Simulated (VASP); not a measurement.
# LaSb2Au: interstitial H from one void to a neighbouring one, part 3 of 4

Wanted: the minimum-energy path in LaSb2Au for this move: interstitial H from one void to a neighbouring one. The start is a cell from a database of measured crystal structures.

VASP 6.6.1, plane waves and PAW; the level of theory is named at each step.

So far. Step 3 (Relax the start): The run ended after 48 ionic steps, 0.579 eV below its first step, once the forces on the free atoms met EDIFFG = -0.05. Step 3 (Relax the start): H moved by 1.18 Å, so this state is no longer the site that was set up, and the path will join the minima actually found.

## (4) Relax the end

Level of this step: LDA; plane waves and PAW (Au, La, Sb, H) (VASP).

The end state is relaxed in the same way, so that both ends share their errors.

INCAR

```
SYSTEM = La4Sb8HAu4
PREC = Normal
ENCUT = 280
EDIFF = 1E-05
NELM = 120
ISMEAR = 1
SIGMA = 0.15
LREAL = Auto
ALGO = Fast
GGA = CA
NBANDS = 81
LORBIT = 11
LWAVE = .FALSE.
LCHARG = .FALSE.
NCORE = 3
IBRION = 2
NSW = 60
ISIF = 2
EDIFFG = -0.05
POTIM = 0.4
MAXMIX = 40
ISYM = 0
```

POSCAR

```
La4Sb8HAu4
1.0
    4.3875942877      4.3875942877      0.0000000000
   -4.3875942877      4.3875942877      0.0000000000
    0.0000000000      0.0000000000     10.2590976983
Au La Sb H
4 4 8 1
Direct
    0.4998026756      0.0035324198     -0.0009775519
   -0.0004390260      0.4955534903      0.0017827439
   -0.0028918178     -0.0028003625     -0.0006119436
    0.5007450407      0.5004984259     -0.0019147651
    0.2479310108      0.2529787567      0.2519976458
    0.7522678148      0.7511943080      0.2496932760
    0.2533709477      0.7522113687      0.7465124055
    0.7498665083      0.2535624497      0.7475865221
    0.5012550553     -0.0028286544      0.4971112113
   -0.0012668421      0.4992346207      0.5015114854
   -0.0032756365     -0.0041582744      0.4976700425
    0.5035635794      0.4995349980      0.4987518525
    0.2510131401      0.2510179208      0.8289584085
    0.7525816604      0.7485874798      0.8278603925
    0.2518162453      0.7529961541      0.1675667246
    0.7497591956      0.2503912290      0.1691760383
    0.2492741640      0.7477570975      0.4183479935
```

KPOINTS

```
Automatic mesh
0
Monkhorst-Pack
3 3 2
0 0 0
```

Potentials, in the order of the species: Au, La, Sb and H (LDA family, release 64).

On the command line:

```bash
mpirun -np 3 vasp_std
```

What it wrote:

```text
[... set-up lines as in an earlier step ...]
 entering main loop
       N       E                     dE             d eps       ncg     rms          rms(c)
DAV:   1     0.107572729013E+04    0.10757E+04   -0.30045E+04  1458   0.117E+03
DAV:   2     0.180657677018E+03   -0.89507E+03   -0.82350E+03  1727   0.309E+02
DAV:   3    -0.370079713412E+02   -0.21767E+03   -0.20522E+03  1967   0.162E+02
DAV:   4    -0.877776579137E+02   -0.50770E+02   -0.47791E+02  2635   0.743E+01
DAV:   5    -0.979525055823E+02   -0.10175E+02   -0.95749E+01  2700   0.327E+01    0.201E+01
RMM:   6    -0.903729769286E+02    0.75795E+01   -0.98772E+01  1982   0.478E+01    0.141E+01
RMM:   7    -0.943362422536E+02   -0.39633E+01   -0.43032E+01  2171   0.124E+01    0.108E+01
RMM:   8    -0.934967235834E+02    0.83952E+00   -0.66436E+00  2131   0.869E+00    0.296E+00
RMM:   9    -0.936112701395E+02   -0.11455E+00   -0.20385E+00  2340   0.308E+00    0.103E+00
RMM:  10    -0.936541905221E+02   -0.42920E-01   -0.53083E-01  2574   0.152E+00    0.370E-01
RMM:  11    -0.936817036013E+02   -0.27513E-01   -0.32769E-01  2498   0.127E+00    0.326E-01
RMM:  12    -0.936956771986E+02   -0.13974E-01   -0.14996E-01  2622   0.726E-01    0.109E-01
RMM:  13    -0.937063954135E+02   -0.10718E-01   -0.10839E-01  2636   0.552E-01    0.158E-01
RMM:  14    -0.937117722591E+02   -0.53768E-02   -0.58635E-02  2620   0.521E-01    0.363E-02
RMM:  15    -0.937162008198E+02   -0.44286E-02   -0.45241E-02  2634   0.380E-01    0.598E-02
WARNING in EDDRMM: call to ZHEGV failed, returncode =   6  3     34
RMM:  16    -0.937189376952E+02   -0.27369E-02   -0.27444E-02  2622   0.317E-01    0.741E-02
RMM:  17    -0.937211085964E+02   -0.21709E-02   -0.21733E-02  2624   0.274E-01    0.109E-01
RMM:  18    -0.937225315714E+02   -0.14230E-02   -0.14420E-02  2589   0.238E-01    0.115E-01
WARNING in EDDRMM: call to ZHEGV failed, returncode =   6  3     35
RMM:  19    -0.937236726547E+02   -0.11411E-02   -0.11373E-02  2546   0.212E-01    0.135E-01
RMM:  20    -0.937243200159E+02   -0.64736E-03   -0.74820E-03  2508   0.190E-01    0.132E-01
RMM:  21    -0.937249892816E+02   -0.66927E-03   -0.74143E-03  2507   0.176E-01    0.131E-01
RMM:  22    -0.937253812533E+02   -0.39197E-03   -0.40500E-03  2476   0.154E-01    0.137E-01
WARNING in EDDRMM: call to ZHEGV failed, returncode =   8  4     21
RMM:  23    -0.937257527936E+02   -0.37154E-03   -0.38898E-03  2444   0.138E-01    0.140E-01
RMM:  24    -0.937259596326E+02   -0.20684E-03   -0.24277E-03  2438   0.126E-01    0.138E-01
RMM:  25    -0.937262003505E+02   -0.24072E-03   -0.25810E-03  2476   0.121E-01    0.143E-01
WARNING in EDDRMM: call to ZHEGV failed, returncode =   6  3     43
WARNING in EDDRMM: call to ZHEGV failed, returncode =   8  4     46
RMM:  26    -0.937263546214E+02   -0.15427E-03   -0.15265E-03  2412   0.105E-01    0.147E-01
RMM:  27    -0.937264903899E+02   -0.13577E-03   -0.14161E-03  2339   0.944E-02    0.151E-01
WARNING in EDDRMM: call to ZHEGV failed, returncode =   8  4     30
RMM:  28    -0.937265840953E+02   -0.93705E-04   -0.97567E-04  2296   0.867E-02    0.155E-01
RMM:  29    -0.937266292323E+02   -0.45137E-04   -0.85698E-04  2309   0.833E-02    0.149E-01
RMM:  30    -0.937266831487E+02   -0.53916E-04   -0.65586E-04  2234   0.730E-02    0.147E-01
RMM:  31    -0.937267327424E+02   -0.49594E-04   -0.54367E-04  2191   0.676E-02    0.148E-01
RMM:  32    -0.937267735750E+02   -0.40833E-04   -0.41815E-04  2145   0.627E-02    0.150E-01
RMM:  33    -0.937267975514E+02   -0.23976E-04   -0.36187E-04  2102   0.595E-02    0.147E-01
RMM:  34    -0.937268206692E+02   -0.23118E-04   -0.27761E-04  2037   0.545E-02    0.147E-01
RMM:  35    -0.937268323001E+02   -0.11631E-04   -0.24625E-04  1995   0.522E-02    0.144E-01
RMM:  36    -0.937268392766E+02   -0.69766E-05   -0.19656E-04  1924   0.489E-02    0.142E-01
RMM:  37    -0.937268407285E+02   -0.14519E-05   -0.18682E-04  1823   0.487E-02    0.139E-01
RMM:  38    -0.937268506542E+02   -0.99257E-05   -0.16862E-04  1871   0.460E-02    0.143E-01
RMM:  39    -0.937268646838E+02   -0.14030E-04   -0.11995E-04  1685   0.420E-02    0.146E-01
RMM:  40    -0.937268715040E+02   -0.68202E-05   -0.96872E-05  1550   0.405E-02
   1 F= -.93726872E+02 E0= -.93725379E+02  d E =-.937269E+02
 curvature:   0.00 expect dE= 0.000E+00 dE for cont linesearch  0.000E+00
 trial: gam= 0.00000 g(F)=  0.245E-01 g(S)=  0.000E+00 ort = 0.000E+00 (trialstep = 0.100E+01)
 search vector abs. value=  0.245E-01
 bond charge predicted
       N       E                     dE             d eps       ncg     rms          rms(c)
DAV:   1    -0.937359555075E+02   -0.90908E-02   -0.12104E+00  1844   0.343E+00    0.317E-01
RMM:   2    -0.937521892027E+02   -0.16234E-01   -0.12643E-01  1991   0.212E+00    0.458E-01
RMM:   3    -0.937486446163E+02    0.35446E-02   -0.24235E-02  2028   0.681E-01    0.402E-01
RMM:   4    -0.937489259052E+02   -0.28129E-03   -0.10868E-02  2058   0.393E-01    0.292E-01
RMM:   5    -0.937492888292E+02   -0.36292E-03   -0.49871E-03  2091   0.236E-01    0.431E-01
RMM:   6    -0.937505601499E+02   -0.12713E-02   -0.12556E-02  2076   0.386E-01    0.700E-01
RMM:   7    -0.937512632954E+02   -0.70315E-03   -0.47879E-03  2213   0.183E-01    0.710E-01
RMM:   8    -0.937514526137E+02   -0.18932E-03   -0.17080E-03  2304   0.115E-01    0.708E-01
RMM:   9    -0.937514676604E+02   -0.15047E-04   -0.37497E-04  2059   0.597E-02    0.766E-01
RMM:  10    -0.937519496104E+02   -0.48195E-03   -0.64679E-04  2110   0.121E-01    0.875E-01
RMM:  11    -0.937519328379E+02    0.16773E-04   -0.66075E-04  2125   0.841E-02    0.898E-01
RMM:  12    -0.937515645534E+02    0.36828E-03   -0.10878E-03  2187   0.110E-01    0.870E-01
RMM:  13    -0.937512109705E+02    0.35358E-03   -0.52893E-04  1922   0.626E-02    0.825E-01
RMM:  14    -0.937504970998E+02    0.71387E-03   -0.19082E-04  1660   0.671E-02    0.721E-01
RMM:  15    -0.937494729765E+02    0.10241E-02   -0.54797E-04  2141   0.855E-02    0.570E-01
RMM:  16    -0.937488641183E+02    0.60886E-03   -0.61666E-04  2098   0.874E-02    0.454E-01
RMM:  17    -0.937477837098E+02    0.10804E-02   -0.41687E-03  2628   0.237E-01    0.529E-02
RMM:  18    -0.937477791899E+02    0.45199E-05   -0.31388E-04  1680   0.518E-02    0.617E-02
RMM:  19    -0.937477613117E+02    0.17878E-04   -0.12138E-04  1457   0.571E-02    0.491E-02
RMM:  20    -0.937477436168E+02    0.17695E-04   -0.20189E-04  1661   0.507E-02    0.145E-02
RMM:  21    -0.937477470849E+02   -0.34681E-05   -0.57301E-05  1202   0.380E-02
   2 F= -.93747747E+02 E0= -.93746224E+02  d E =-.208756E-01
[... from here on, the cycles between the ionic steps are left out ...]
   3 F= -.93768683E+02 E0= -.93767145E+02  d E =-.418110E-01
   4 F= -.93773864E+02 E0= -.93772292E+02  d E =-.518104E-02
   5 F= -.93776646E+02 E0= -.93775032E+02  d E =-.796335E-02
   6 F= -.93776960E+02 E0= -.93775335E+02  d E =-.827795E-02
   7 F= -.93780548E+02 E0= -.93778857E+02  d E =-.358740E-02
[...]
WARNING in EDDRMM: call to ZHEGV failed, returncode =   8  4     53
   8 F= -.93788906E+02 E0= -.93787088E+02  d E =-.119456E-01
[...]
WARNING in EDDRMM: call to ZHEGV failed, returncode =   8  4     54
[...]
WARNING in EDDRMM: call to ZHEGV failed, returncode =   8  4     47
[...]
WARNING in EDDRMM: call to ZHEGV failed, returncode =   8  4     54
WARNING in EDDRMM: call to ZHEGV failed, returncode =   6  3     48
   9 F= -.93795969E+02 E0= -.93794099E+02  d E =-.190088E-01
  10 F= -.93796843E+02 E0= -.93794970E+02  d E =-.873226E-03
[...]
WARNING in EDDRMM: call to ZHEGV failed, returncode =   6  3     54
  11 F= -.93799466E+02 E0= -.93797600E+02  d E =-.349681E-02
  12 F= -.93805043E+02 E0= -.93803197E+02  d E =-.907327E-02
  13 F= -.93817227E+02 E0= -.93815435E+02  d E =-.212578E-01
[...]
WARNING in EDDRMM: call to ZHEGV failed, returncode =   6  3     51
WARNING in EDDRMM: call to ZHEGV failed, returncode =   6  3     53
  14 F= -.93845554E+02 E0= -.93843839E+02  d E =-.495848E-01
[...]
WARNING in EDDRMM: call to ZHEGV failed, returncode =   8  4     44
  15 F= -.93907057E+02 E0= -.93905293E+02  d E =-.111087E+00
[...]
WARNING in EDDRMM: call to ZHEGV failed, returncode =   8  4     43
  16 F= -.93848052E+02 E0= -.93846923E+02  d E =-.520831E-01
[...]
WARNING in EDDRMM: call to ZHEGV failed, returncode =   8  4     27
[...]
WARNING in EDDRMM: call to ZHEGV failed, returncode =   8  4     38
[...]
WARNING in EDDRMM: call to ZHEGV failed, returncode =   6  3     64
  17 F= -.93927466E+02 E0= -.93925739E+02  d E =-.131497E+00
[...]
WARNING in EDDRMM: call to ZHEGV failed, returncode =   8  4     44
  18 F= -.93932603E+02 E0= -.93931108E+02  d E =-.136634E+00
  19 F= -.93937536E+02 E0= -.93935908E+02  d E =-.141566E+00
  20 F= -.93948046E+02 E0= -.93946454E+02  d E =-.105103E-01
[...]
WARNING in EDDRMM: call to ZHEGV failed, returncode =   8  4     45
  21 F= -.93962383E+02 E0= -.93960917E+02  d E =-.248472E-01
  22 F= -.93979752E+02 E0= -.93978256E+02  d E =-.173690E-01
  23 F= -.94027112E+02 E0= -.94025514E+02  d E =-.647290E-01
  24 F= -.94101488E+02 E0= -.94099679E+02  d E =-.139105E+00
[...]
WARNING in EDDRMM: call to ZHEGV failed, returncode =   6  3     37
[...]
WARNING in EDDRMM: call to ZHEGV failed, returncode =   8  4     36
[...]
WARNING in EDDRMM: call to ZHEGV failed, returncode =   6  3     33
  25 F= -.94170358E+02 E0= -.94168234E+02  d E =-.207975E+00
  26 F= -.94171492E+02 E0= -.94169346E+02  d E =-.209109E+00
  27 F= -.94198674E+02 E0= -.94196497E+02  d E =-.271817E-01
[...]
WARNING in EDDRMM: call to ZHEGV failed, returncode =   6  3     59
  28 F= -.94248700E+02 E0= -.94246410E+02  d E =-.772076E-01
[...]
WARNING in EDDRMM: call to ZHEGV failed, returncode =   6  3     58
  29 F= -.94207227E+02 E0= -.94204708E+02  d E =-.357347E-01
[...]
WARNING in EDDRMM: call to ZHEGV failed, returncode =   6  3     58
  30 F= -.94256592E+02 E0= -.94254227E+02  d E =-.850999E-01
  31 F= -.94270902E+02 E0= -.94268554E+02  d E =-.143103E-01
  32 F= -.94278633E+02 E0= -.94276313E+02  d E =-.220413E-01
  33 F= -.94278814E+02 E0= -.94276496E+02  d E =-.222221E-01
  34 F= -.94282925E+02 E0= -.94280653E+02  d E =-.411092E-02
  35 F= -.94285248E+02 E0= -.94283011E+02  d E =-.643393E-02
  36 F= -.94286524E+02 E0= -.94284350E+02  d E =-.771054E-02
 curvature:  -2.00 expect dE=-0.229E-02 dE for cont linesearch -0.141E-05
 trial: gam= 0.45139 g(F)=  0.114E-02 g(S)=  0.000E+00 ort =-0.468E-04 (trialstep = 0.261E+01)
 search vector abs. value=  0.173E-02
 bond charge predicted
       N       E                     dE             d eps       ncg     rms          rms(c)
DAV:   1    -0.942817948169E+02    0.47362E-02   -0.10871E+00  1458   0.283E+00    0.220E-01
RMM:   2    -0.942854957541E+02   -0.37009E-02   -0.45438E-02  1838   0.165E+00    0.920E-02
RMM:   3    -0.942877120190E+02   -0.22163E-02   -0.22602E-02  2091   0.532E-01    0.888E-02
RMM:   4    -0.942880102394E+02   -0.29822E-03   -0.33638E-03  2208   0.180E-01    0.103E-01
RMM:   5    -0.942880765528E+02   -0.66313E-04   -0.63034E-04  2123   0.932E-02    0.112E-01
RMM:   6    -0.942890400262E+02   -0.96347E-03   -0.25536E-03  2223   0.176E-01    0.233E-01
RMM:   7    -0.942882793780E+02    0.76065E-03   -0.29957E-03  2211   0.188E-01    0.127E-01
RMM:   8    -0.942881647362E+02    0.11464E-03   -0.23150E-04  1815   0.657E-02    0.110E-01
RMM:   9    -0.942880685209E+02    0.96215E-04   -0.12068E-04  1607   0.561E-02    0.883E-02
RMM:  10    -0.942880081663E+02    0.60355E-04   -0.11246E-04  1574   0.482E-02    0.715E-02
RMM:  11    -0.942879832074E+02    0.24959E-04   -0.57406E-05  1207   0.406E-02    0.610E-02
RMM:  12    -0.942879661745E+02    0.17033E-04   -0.24629E-05   940   0.328E-02    0.514E-02
RMM:  13    -0.942879389266E+02    0.27248E-04   -0.66387E-05  1214   0.380E-02    0.331E-02
RMM:  14    -0.942879255418E+02    0.13385E-04   -0.53442E-05  1137   0.424E-02    0.181E-02
RMM:  15    -0.942879238113E+02    0.17305E-05   -0.28290E-05   948   0.357E-02
  37 F= -.94287924E+02 E0= -.94285724E+02  d E =-.139937E-02
 trial-energy change:   -0.001399  1 .order   -0.001918   -0.002926   -0.000910
 step:   3.7877(harm=  3.7877)  dis= 0.01222  next Energy=   -94.288648 (dE=-0.212E-02)
 reached required accuracy - stopping structural energy minimisation
```

Elapsed: 15 min, on 3 MPI ranks of AMD EPYC 7R43, shared host; peak memory 0.36 GiB.

OUTCAR, selected parts (step 4):

```text
 Found      9 irreducible k-points:

   NELECT =     129.0000    total number of electrons

 E-fermi :   9.2902

 k-point     1 :       0.0000    0.0000    0.2500
  band No.  band energies     occupation
    ...
     59       7.4497      2.00000
     60       7.4507      2.00000
     61       7.8732      2.00000
     62       7.9080      2.00000
     63       9.1012      2.07055
     64       9.5720     -0.02321
     65       9.6430     -0.00438
     66       9.6493     -0.00368
     67      10.2085     -0.00000
     68      10.8256     -0.00000
    ...

 k-point     2 :       0.3333    0.0000    0.2500
  band No.  band energies     occupation
    ...
     61       8.1268      2.00000
     62       8.4960      2.00000
     63       8.5721      2.00000
     64       8.6914      2.00000
     65       9.0292      2.03365
     66      10.0454     -0.00000
     67      10.4547     -0.00000
     68      10.4724     -0.00000
     69      10.6867     -0.00000
     70      10.7127     -0.00000
    ...

  Total        3.8816846      4.0333485     -1.7134058     -0.0053464     -0.1199541     -0.0375038
  in kB       15.7448577     16.3600356     -6.9499029     -0.0216861     -0.4865568     -0.1521226
  external PRESSURE =       8.3849968 kB  Pullay stress =       0.0000000 kB

 POSITION                                       TOTAL-FORCE (eV/Angst)
 -----------------------------------------------------------------------------------
      2.20267      2.20560     10.17890        -0.018309      0.010792     -0.004936
     -2.18960      2.20418     10.17588        -0.004764      0.000846      0.001985
     -0.00497      0.00904     10.17644        -0.003329      0.006283      0.011856
      0.00791      4.38520     10.17701        -0.002288      0.023314     -0.000158
      0.00152      2.20898      2.48857        -0.000848     -0.007133     -0.010508
     -0.00202      6.59539      2.49381         0.003536      0.001927     -0.018077
     -2.19022      4.39498      7.58870        -0.005247      0.009384      0.000659
      2.19760      4.39552      7.62532        -0.017736      0.005051     -0.008477
      2.19282      2.25451      5.04673        -0.010436      0.000744      0.013770
      2.18583      6.51321      5.04889         0.003579     -0.004541      0.001497
      4.33726      4.42578      5.03847         0.026643     -0.007503      0.019651
      0.03992      4.41478      5.04318         0.037616      0.009803      0.012793
      0.00365      2.19771      8.40955         0.004644      0.004735      0.002000
      0.00344      6.58717      8.41377        -0.002065     -0.015377     -0.007352
     -2.19413      4.39934      1.70262        -0.006434     -0.004433     -0.007220
      2.19302      4.40092      1.72262         0.002661     -0.000110      0.020648
     -2.17651      4.24196      5.37463        -0.007221     -0.033784     -0.028132
 -----------------------------------------------------------------------------------
    total drift:                                0.035971     -0.000950      0.067974

  FREE ENERGIE OF THE ION-ELECTRON SYSTEM (eV)
  ---------------------------------------------------
  free  energy   TOTEN  =       -94.2879238113 eV

  energy  without entropy=      -94.2813229615  energy(sigma->0) =      -94.28572353

 total charge
# of ion       s       p       d       f       tot
--------------------------------------------------
    1        0.611   0.399   8.723   0.000   9.733
    2        0.611   0.399   8.723   0.000   9.733
    3        0.611   0.399   8.723   0.000   9.733
    4        0.611   0.399   8.723   0.000   9.733
    5        2.024   5.626   0.799   0.168   8.617
    6        2.024   5.626   0.799   0.167   8.616
    7        2.024   5.625   0.805   0.190   8.644
    8        2.025   5.626   0.792   0.176   8.619
    9        1.199   1.232   0.036   0.000   2.466
   10        1.201   1.232   0.042   0.000   2.475
   11        1.200   1.232   0.038   0.000   2.470
   12        1.201   1.231   0.039   0.000   2.471
   13        1.149   1.309   0.050   0.000   2.508
   14        1.149   1.309   0.050   0.000   2.508
   15        1.150   1.306   0.048   0.000   2.505
   16        1.154   1.305   0.048   0.000   2.507
   17        0.481   0.016   0.000   0.000   0.497
--------------------------------------------------
tot         20.426  34.270  38.437   0.700  93.833

[... 6 parts as in an earlier step ...]

[... 6 further parts left out ...]
```

CONTCAR:

```
La4Sb8HAu4
   1.00000000000000
     4.3875942876999998    4.3875942876999998    0.0000000000000000
    -4.3875942876999998    4.3875942876999998    0.0000000000000000
     0.0000000000000000    0.0000000000000000   10.2590976982999997
  Au              La              Sb              H
     4     4     8     1
Direct
     0.5023562679745531    0.0003337241991574    0.9921824470146993
     0.0016611408342432    0.5007056729425284    0.9918885301218382
     0.0004635432927436    0.0015966351729627    0.9919431239551104
     0.5006287740341889    0.4988253232534923    0.9919984656823900
     0.2519029571540504    0.2515568388846163    0.2425721951039150
     0.7513647445169184    0.7518249752788022    0.2430829433869091
     0.2512484163975013    0.7504338673821273    0.7397049085030631
     0.7513362533373379    0.2504700802482300    0.7432737642067893
     0.5068077332129967    0.0070295348535478    0.4919276330109419
     0.9913225003418555    0.4931376029434831    0.4921378512956199
     0.9986152467855047    0.0100876234132636    0.4911225037390480
     0.5076476016609792    0.4985485359664463    0.4915816886809208
     0.2508621852752192    0.2500293321531798    0.8197161023366510
     0.7510508480994587    0.7502664624459691    0.8201273474698620
     0.2513005341027510    0.7513764373152217    0.1659622633165136
     0.7514310285987200    0.2516070602473553    0.1679113254058130
     0.2353739399809729    0.7314337209996379    0.5238893885699266
```

Step by step (22 of 37):

```csv
step,energy less that of the first step (eV),largest force (eV/Å)
1,0.0000,0.3728
3,-0.0418,0.1537
4,-0.0470,0.1358
6,-0.0501,0.1526
8,-0.0620,0.2266
10,-0.0700,0.3461
11,-0.0726,0.3603
13,-0.0904,0.4478
15,-0.1802,0.6584
16,-0.1212,0.9332
18,-0.2057,0.7236
20,-0.2212,0.6693
22,-0.2529,0.6229
23,-0.3002,0.5670
25,-0.4435,0.3718
27,-0.4718,0.3111
28,-0.5218,0.1746
30,-0.5297,0.2380
32,-0.5518,0.1188
34,-0.5561,0.0782
35,-0.5584,0.0542
37,-0.5611,0.0446
```

The atoms that moved most (Å):

| atom | dx | dy | dz | length |
| --- | --- | --- | --- | --- |
| H17 | 0.011 | -0.133 | 1.083 | 1.091 |
| Sb10 | -0.006 | -0.059 | -0.096 | 0.113 |
| Sb11 | -0.054 | 0.071 | -0.067 | 0.112 |
| Au2 | -0.013 | 0.032 | -0.102 | 0.107 |
| La5 | 0.024 | 0.011 | -0.097 | 0.100 |
| Sb13 | 0.004 | -0.005 | -0.095 | 0.095 |
| Sb9 | -0.019 | 0.068 | -0.053 | 0.088 |
| Au3 | -0.005 | 0.034 | -0.076 | 0.084 |

The relaxed structure:

```xyz
17
Lattice="4.3876 4.3876 0.0000 -4.3876 4.3876 0.0000 0.0000 0.0000 10.2591" Properties=species:S:1:pos:R:3 pbc="T T T"
Au    2.2027    2.2056   -0.0802
Au   -2.1896    2.2042   -0.0832
Au   -0.0050    0.0090   -0.0827
Au    0.0079    4.3852   -0.0821
La    0.0015    2.2090    2.4886
La   -0.0020    6.5954    2.4938
La   -2.1902    4.3950    7.5887
La    2.1976    4.3955    7.6253
Sb    2.1928    2.2545    5.0467
Sb   -2.2018    2.1256    5.0489
Sb   -0.0503    0.0382    5.0385
Sb    0.0399    4.4148    5.0432
Sb    0.0037    2.1977    8.4095
Sb    0.0034    6.5872    8.4138
Sb   -2.1941    4.3993    1.7026
Sb    2.1930    4.4009    1.7226
H    -2.1765    4.2420    5.3746
```

This step gave:

```
electronic cycles       : 495
free energy (TOTEN)     : -94.2879 eV
energy at zero smearing : -94.2857 eV
Fermi energy            : 9.290 eV
```

The run ended after 37 ionic steps, 0.561 eV below its first step, once the forces on the free atoms met EDIFFG = -0.05.

H moved by 1.09 Å, so this state is no longer the site that was set up, and the path will join the minima actually found.

(Part 3 of 4 ends here.)

[Lines on the potential files, build, host, timing and source positions are cut from VASP's logs without a mark.]

[Logs are printed without paths, hosts, clocks, repeated set-up lines and the standing remarks that a program may print on its own settings, such as how far it seeks lower states.]

[Hosts, paths, dates, database ids (printed as entryN), source tags and the programs' standing remarks are cut or masked in the printed files.]

[Runs that stopped without an error message from VASP are left out.]
